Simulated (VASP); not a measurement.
H20CO12: single point with PBE+D3(BJ)

The system is H20CO12.

```
CELL_PARAMETERS angstrom
7.38399 0.00000 0.00000
0.00000 7.38399 0.00000
0.00000 0.00000 7.38399
ATOMIC_POSITIONS crystal
O 0.76574 0.61186 0.99733
O 0.57195 0.72023 0.58745
O 0.12906 0.31965 0.42025
O 0.28684 0.39449 0.07958
O 0.41268 0.74545 0.99837
O 0.92732 0.66796 0.63283
O 0.81681 0.10207 0.36593
O 0.64503 0.27095 0.06733
O 0.47791 0.36071 0.59124
O 0.64930 0.07061 0.73080
O 0.24820 0.71969 0.40226
O 0.04404 0.82688 0.18177
H 0.83502 0.63021 0.88704
H 0.66346 0.69740 0.99106
H 0.52966 0.59006 0.62023
H 0.50176 0.75734 0.48379
H 0.12729 0.36388 0.29416
H 0.04884 0.21253 0.41174
H 0.20903 0.35749 0.98865
H 0.42068 0.35540 0.06158
H 0.37837 0.73925 0.86958
H 0.36522 0.62405 0.03608
H 0.80163 0.69880 0.59120
H 0.95800 0.54323 0.58625
H 0.85846 0.99789 0.29442
H 0.71469 0.15194 0.29284
H 0.69437 0.39480 0.03922
H 0.66571 0.19602 0.96670
H 0.35378 0.32614 0.56628
H 0.53020 0.26199 0.67149
H 0.62412 0.94064 0.73583
H 0.74039 0.09437 0.62445
C 0.14693 0.76765 0.29507
```

The cell was built by a generator and needn't be a form met in nature.

```json
{
 "Program": "VASP 6.6.1",
 "Task": "single point",
 "Functional": "PBE",
 "Dispersion": "D3(BJ)",
 "Potentials or basis": "VASP PAW PBE potentials, release 64 (O, H, C)",
 "Cutoff": "520 eV",
 "k mesh": "1 × 1 × 1",
 "Occupations": "fermi-dirac, width 0.02 eV",
 "Spin": "no spin polarisation",
 "Dipole correction": "no",
 "Further INCAR settings": "LREAL = Auto; ALGO = Normal; EDIFF = 1e-06; NBANDS = 70"
}
```

The pressure is -0.9 GPa. The largest force is 5.740 eV/Å and the band gap on the k mesh is 4.52 eV, direct. The dispersion energy per atom is -0.032 eV.

Forces on the atoms (eV/Å):
```
O   -0.196 -0.228  0.422
O   -0.047 -1.107  1.136
O   -0.553 -0.282 -0.050
O    2.653  1.229  2.087
O   -0.330 -0.603 -0.565
O    0.176 -1.041 -0.213
O   -0.418 -0.332 -0.115
O   -0.803  1.685  1.892
O    0.914 -0.219  1.141
O    1.746  0.937 -1.036
O    1.795 -1.015  1.771
O    1.606 -1.088  2.108
H    0.374  0.122 -0.616
H   -0.220 -0.262  0.077
H    0.328  0.965 -0.829
H   -0.238 -0.080 -0.230
H    0.609 -0.110  0.384
H   -0.083  0.508  0.140
H   -1.113 -0.981 -2.219
H   -1.418 -0.426  0.031
H    0.206  0.451  0.287
H    0.133  0.277  0.167
H    0.350 -0.503  0.042
H   -0.399  1.280  0.227
H   -0.077  0.116  0.213
H    0.630  0.177  0.092
H    0.220 -0.103 -0.033
H    0.325 -1.284 -1.961
H   -0.576 -0.037 -0.469
H   -0.599  0.607 -0.836
H    0.013 -0.048 -0.521
H   -1.558 -0.942  1.424
C   -3.447  2.339 -3.949
```

Stress tensor (GPa, compression positive):
```
-0.60  0.23  0.88
 0.23 -1.64  0.92
 0.88  0.92 -0.41
```

Levels at points of the mesh, in eV from the valence-band top:
| k point | band 45 | band 46 | band 47 | band 48 | band 49 | band 50 | band 51 | band 52 |
| --- | --- | --- | --- | --- | --- | --- | --- | --- |
| (0.00, 0.00, 0.00) | -0.23 | -0.15 | -0.08 | 0.00 | 4.52 | 6.12 | 6.17 | 6.97 |

Run time: 66 s on 1 thread of Intel(R) Xeon(R) Platinum 8259CL CPU @ 2.50GHz (Skylake/Cascade Lake), on a shared host, peak memory 0.39 GiB.

Caveat: the standard files for N, O and F lose accuracy on very short bonds.
